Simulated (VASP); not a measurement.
An input for Quantum ESPRESSO's pw.x (written as the equivalent of a VASP run, and not itself run):

```
&CONTROL
  calculation = 'vc-relax'
  pseudo_dir = './pseudo'
  outdir = './out'
  tprnfor = .true.
  tstress = .true.
  nstep = 40
  forc_conv_thr = 0.00078
/
&SYSTEM
  ibrav = 0
  nat = 2
  ntyp = 1
  ecutwfc = 74
  occupations = 'smearing'
  smearing = 'methfessel-paxton'
  degauss = 0.00735
  input_dft = 'pbesol'
/
&ELECTRONS
  conv_thr = 7.3e-08
  electron_maxstep = 100
/
&IONS
/
&CELL
  press = 200
/
ATOMIC_SPECIES
  Os 190.230 Os.upf
CELL_PARAMETERS angstrom
     1.3539244   -2.3450656    0.0000000
     1.3539244    2.3450656    0.0000000
     0.0000000    0.0000000    4.2853819
ATOMIC_POSITIONS crystal
  Os   0.3333330  0.6666670  0.2500000
  Os   0.6666670  0.3333330  0.7500000
K_POINTS automatic
  15 15 9 0 0 0
```

Write the VASP files for the same calculation (PBEsol).

This is not unique; one that fits is 
POSCAR:
```
Os
1
    1.3539244447    -2.3450655666     0.0000000000
    1.3539244447     2.3450655666     0.0000000000
    0.0000000000     0.0000000000     4.2853818590
Os
2
Direct
  0.3333330000   0.6666670000   0.2500000000
  0.6666670000   0.3333330000   0.7500000000
```

File KPOINTS:
```
Automatic mesh
0
Gamma
 15 15 9
```

### INCAR
```
SYSTEM = Os
PREC = Accurate
ENCUT = 500
EDIFF = 1E-6
NELM = 100
ALGO = Normal
LREAL = .FALSE.
LASPH = .TRUE.
ISMEAR = 1
SIGMA = 0.1
GGA = PS
LMAXMIX = 6
LWAVE = .FALSE.
LCHARG = .FALSE.
IBRION = 2
ISIF = 3
NSW = 40
EDIFFG = -0.02
PSTRESS = 200
```

POTCAR, in this order: Os (PBE.64 set). Program: vasp_std.

The two are equivalent in intent, not identical: the potentials are each code's own (VASP's PAW set, PseudoDojo norm-conserving files in pw.x), so ENCUT and ecutwfc are chosen apart and not converted; conv_thr bounds pw.x's estimated SCF error, while EDIFF bounds the energy change between steps; forc_conv_thr acts on force components and is met together with etot_conv_thr.

The compound is Os in the hcp structure. This run relaxes it under an external pressure of 20 GPa. Symmetry was kept, so distortions that lower it aren't found.
